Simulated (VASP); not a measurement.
Computed with PBEsol GGA, VASP's PBE PAW potentials (set 64) (plane waves; VASP 6.6.1).

The input files of a VASP run:

### KPOINTS
```
Automatic mesh
0
Gamma
11 11 11
0 0 0
```

### POSCAR
```
PdB
1
    2.8990000000     0.0000000000     0.0000000000
    0.0000000000     2.8990000000     0.0000000000
    0.0000000000     0.0000000000     2.8990000000
Pd B
1 1
Direct
  0.0000000000   0.0000000000   0.0000000000
  0.5000000000   0.5000000000   0.5000000000
```

**INCAR**
```
SYSTEM = PdB
PREC = Accurate
ENCUT = 520
EDIFF = 1E-6
NELM = 100
ALGO = Normal
LREAL = .FALSE.
LASPH = .TRUE.
ISMEAR = 1
SIGMA = 0.1
GGA = PS
LMAXMIX = 4
LWAVE = .FALSE.
LCHARG = .FALSE.
IBRION = 2
ISIF = 3
NSW = 60
EDIFFG = -0.01
```

POTCAR, in this order: Pd B (PBE.64 set). Program: vasp_std.

What VASP printed:

### OSZICAR
```
       N       E                     dE             d eps       ncg     rms          rms(c)
DAV:   1     0.493609009323E+02    0.49361E+02   -0.59702E+03  1120   0.113E+03
DAV:   2    -0.111042771055E+02   -0.60465E+02   -0.57939E+02  1216   0.219E+02
DAV:   3    -0.124268442181E+02   -0.13226E+01   -0.12996E+01  1266   0.334E+01
DAV:   4    -0.124364562443E+02   -0.96120E-02   -0.96097E-02  1172   0.304E+00
DAV:   5    -0.124365645754E+02   -0.10833E-03   -0.10831E-03  1252   0.341E-01    0.101E+01
DAV:   6    -0.120697703142E+02    0.36679E+00   -0.10035E+01  1144   0.284E+01    0.628E+00
DAV:   7    -0.117452386465E+02    0.32453E+00   -0.14923E+00  1138   0.122E+01    0.318E+00
DAV:   8    -0.117341282133E+02    0.11110E-01   -0.13868E-01  1164   0.272E+00    0.735E-01
DAV:   9    -0.117268534303E+02    0.72748E-02   -0.25737E-02  1152   0.154E+00    0.238E-01
DAV:  10    -0.117263087861E+02    0.54464E-03   -0.18690E-03  1166   0.307E-01    0.554E-02
DAV:  11    -0.117262374980E+02    0.71288E-04   -0.46184E-04  1232   0.180E-01    0.799E-03
DAV:  12    -0.117262378154E+02   -0.31733E-06   -0.11712E-05  1172   0.377E-02    0.321E-03
DAV:  13    -0.117262378291E+02   -0.13714E-07   -0.17922E-07   584   0.379E-03
   1 F= -.11726238E+02 E0= -.11726582E+02  d E =-.117262E+02
       N       E                     dE             d eps       ncg     rms          rms(c)
DAV:   1    -0.284303693795E+02   -0.16704E+02   -0.25094E+02  1150   0.190E+02    0.465E+01
DAV:   2    -0.149185029582E+02    0.13512E+02   -0.14235E+02  1124   0.116E+02    0.107E+01
DAV:   3    -0.119862685299E+02    0.29322E+01   -0.10154E+01  1134   0.388E+01    0.442E+00
DAV:   4    -0.116591008341E+02    0.32717E+00   -0.10117E+00  1164   0.775E+00    0.200E+00
DAV:   5    -0.116354619899E+02    0.23639E-01   -0.18847E-01  1234   0.508E+00    0.113E+00
DAV:   6    -0.116391619164E+02   -0.36999E-02   -0.91558E-02  1146   0.265E+00    0.507E-01
DAV:   7    -0.116352042019E+02    0.39577E-02   -0.15589E-02  1154   0.119E+00    0.114E-01
DAV:   8    -0.116352926087E+02   -0.88407E-04   -0.26165E-04  1220   0.178E-01    0.545E-02
DAV:   9    -0.116352980905E+02   -0.54819E-05   -0.14347E-05  1234   0.426E-02    0.667E-03
DAV:  10    -0.116352971798E+02    0.91072E-06   -0.51512E-06  1158   0.184E-02
   2 F= -.11635297E+02 E0= -.11634551E+02  d E =0.909406E-01
       N       E                     dE             d eps       ncg     rms          rms(c)
DAV:   1    -0.157143998152E+02   -0.40791E+01   -0.64348E+01  1152   0.101E+02    0.123E+01
DAV:   2    -0.124096311824E+02    0.33048E+01   -0.23166E+01  1144   0.543E+01    0.860E+00
DAV:   3    -0.121595960968E+02    0.25004E+00   -0.14260E+00  1136   0.117E+01    0.512E+00
DAV:   4    -0.121134270997E+02    0.46169E-01   -0.32374E-01  1176   0.609E+00    0.118E+00
DAV:   5    -0.121034074908E+02    0.10020E-01   -0.78419E-02  1158   0.298E+00    0.638E-01
DAV:   6    -0.121036260703E+02   -0.21858E-03   -0.16331E-03  1188   0.358E-01    0.107E-01
DAV:   7    -0.121035499845E+02    0.76086E-04   -0.79860E-04  1180   0.246E-01    0.221E-02
DAV:   8    -0.121035488995E+02    0.10850E-05   -0.19515E-05  1180   0.483E-02    0.178E-02
DAV:   9    -0.121035504790E+02   -0.15795E-05   -0.31834E-06  1150   0.134E-02    0.157E-03
DAV:  10    -0.121035503180E+02    0.16102E-06   -0.18463E-07   584   0.377E-03
   3 F= -.12103550E+02 E0= -.12103331E+02  d E =-.377312E+00
       N       E                     dE             d eps       ncg     rms          rms(c)
DAV:   1    -0.121064850700E+02   -0.29346E-02   -0.41813E-02  1156   0.251E+00    0.370E-01
DAV:   2    -0.121043804117E+02    0.21047E-02   -0.22707E-02  1142   0.155E+00    0.153E-01
DAV:   3    -0.121039913512E+02    0.38906E-03   -0.18711E-03  1124   0.441E-01    0.683E-02
DAV:   4    -0.121039619484E+02    0.29403E-04   -0.15347E-04  1156   0.941E-02    0.101E-02
DAV:   5    -0.121039607671E+02    0.11813E-05   -0.37716E-06  1154   0.170E-02    0.832E-03
DAV:   6    -0.121039615368E+02   -0.76971E-06   -0.13451E-06   658   0.106E-02
   4 F= -.12103962E+02 E0= -.12103721E+02  d E =-.377724E+00
       N       E                     dE             d eps       ncg     rms          rms(c)
DAV:   1    -0.121056212521E+02   -0.16605E-02   -0.28614E-02  1162   0.208E+00    0.307E-01
DAV:   2    -0.121041792993E+02    0.14420E-02   -0.15443E-02  1138   0.128E+00    0.127E-01
DAV:   3    -0.121039164804E+02    0.26282E-03   -0.12653E-03  1124   0.363E-01    0.571E-02
DAV:   4    -0.121038969433E+02    0.19537E-04   -0.10470E-04  1156   0.781E-02    0.830E-03
DAV:   5    -0.121038961423E+02    0.80101E-06   -0.26028E-06  1108   0.140E-02
   5 F= -.12103896E+02 E0= -.12103638E+02  d E =-.377658E+00
       N       E                     dE             d eps       ncg     rms          rms(c)
DAV:   1    -0.121073093482E+02   -0.34124E-02   -0.57174E-02  1154   0.294E+00    0.426E-01
DAV:   2    -0.121044231059E+02    0.28862E-02   -0.29936E-02  1142   0.179E+00    0.176E-01
DAV:   3    -0.121039325445E+02    0.49056E-03   -0.23556E-03  1126   0.494E-01    0.818E-02
DAV:   4    -0.121038818062E+02    0.50738E-04   -0.19106E-04  1154   0.112E-01    0.119E-02
DAV:   5    -0.121038810147E+02    0.79151E-06   -0.53995E-06  1162   0.191E-02
   6 F= -.12103881E+02 E0= -.12103648E+02  d E =0.151276E-04
       N       E                     dE             d eps       ncg     rms          rms(c)
DAV:   1    -0.121048934909E+02   -0.10117E-02   -0.15031E-02  1156   0.151E+00    0.222E-01
DAV:   2    -0.121041289015E+02    0.76459E-03   -0.81681E-03  1140   0.931E-01    0.918E-02
DAV:   3    -0.121039910755E+02    0.13783E-03   -0.66815E-04  1126   0.264E-01    0.412E-02
DAV:   4    -0.121039810067E+02    0.10069E-04   -0.54261E-05  1158   0.568E-02    0.599E-03
DAV:   5    -0.121039805854E+02    0.42129E-06   -0.13079E-06   778   0.101E-02
   7 F= -.12103981E+02 E0= -.12103734E+02  d E =-.844432E-04
```

OUTCAR:
```
------------------------ aborting loop because EDIFF is reached ----------------------------------------
  FORCE on cell =-STRESS in cart. coord.  units (eV):
  Direction    XX          YY          ZZ          XY          YZ          ZX
  --------------------------------------------------------------------------------------
  Total       -0.0015399     -0.0015399     -0.0015399      0.0000000      0.0000000      0.0000000
  in kB       -0.1193758     -0.1193758     -0.1193758      0.0000000      0.0000000      0.0000000
  external PRESSURE =      -0.1193758 kB  Pullay stress =       0.0000000 kB
  volume of cell :       20.67
      direct lattice vectors                 reciprocal lattice vectors
     2.744256584 -0.000000000  0.000000000     0.364397413  0.000000000  0.000000000
    -0.000000000  2.744256584  0.000000000     0.000000000  0.364397413  0.000000000
    -0.000000000 -0.000000000  2.744256584    -0.000000000 -0.000000000  0.364397413
 POSITION                                       TOTAL-FORCE (eV/Angst)
 -----------------------------------------------------------------------------------
     -0.00000     -0.00000      0.00000         0.000000     -0.000000      0.000000
      1.37213      1.37213      1.37213        -0.000000      0.000000      0.000000
 -----------------------------------------------------------------------------------
    total drift:                                0.000000     -0.000000      0.000000
  FREE ENERGIE OF THE ION-ELECTRON SYSTEM (eV)
  ---------------------------------------------------
  free  energy   TOTEN  =       -12.1039805854 eV

  energy  without entropy=      -12.1032423061  energy(sigma->0) =      -12.10373449

 reached required accuracy - stopping structural energy minimisation
```
(Selected blocks of OUTCAR.)

### CONTCAR
```
PdB
   1.00000000000000
     2.7442565837340602   -0.0000000000000000    0.0000000000000000
    -0.0000000000000000    2.7442565837340602    0.0000000000000000
    -0.0000000000000000   -0.0000000000000000    2.7442565837340602
  Pd              B
     1     1
Direct
     0.0000000000000000    0.0000000000000000    0.0000000000000000
     0.5000000000000000    0.5000000000000000    0.5000000000000000
```

Energy and stress use the plane-wave basis of the starting cell.

The structure was generated: PdB was put into the CsCl type type (Pm-3m), which need not be its known phase. This run relaxes it. Symmetry was kept, so distortions that lower it aren't found. The electron count is odd and the run is not spin-polarised, which forces a metal.
